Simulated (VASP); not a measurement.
These are LDA (Ceperley-Alder, Perdew-Zunger), VASP's LDA PAW potentials (set 64) (plane waves; VASP 6.6.1) values and carry that method's errors.

Gaps are without spin-orbit coupling.

```json
{
  "volume_per_atom": "20.57 Å³/atom",
  "band gap (over mesh and band path)": "1.70 eV",
  "smallest direct gap (over mesh and band path)": "1.70 eV"
}
```

Which relaxed crystal gives these values?
A) BaO, Fm-3m (225)
B) CaCd2P2, P-3m1 (164)
C) CdSe, P6_3mc (186)
D) SrO, Fm-3m (225)

A, BaO, Fm-3m (225)
